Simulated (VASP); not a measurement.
```
CELL_PARAMETERS angstrom
      2.05530    -3.55988     0.00000
      2.05530     3.55988     0.00000
      0.00000     0.00000     5.32440
ATOMIC_POSITIONS crystal
  Te 0.33333 0.66667 0.25400
  Te 0.66667 0.33333 0.74600
  Pt 0.00000 0.00000 0.00000
```

Method: PBE GGA with spin-orbit coupling, VASP's PBE PAW potentials (set 64) (plane waves; VASP). Numerical set-up: 400 eV cut-off, 8×8×5 Γ-centred mesh, first-order Methfessel-Paxton smearing of 0.10 eV, potentials Te Pt.

Task: What does the run give for the energy per atom (σ→0), band gap (on the k-mesh) with the smallest direct gap where there is one?

Result: 
- band gap (on the k-mesh): none (metal, semimetal or under 0.01 eV)
- energy per atom (σ→0): -4.700 eV/atom

The absolute energy has meaning only against runs of the same code, potentials and settings.

The compound is PtTe2 in the 1T layered structure. The cell was not relaxed at this level. The run is one of a series of settings (GGA_COMPAT = .FALSE., LSORBIT = .TRUE., MAGMOM = 0 0 0 0 0 0 0 0 0, program vasp_ncl against the base run), some of them coarse on purpose.
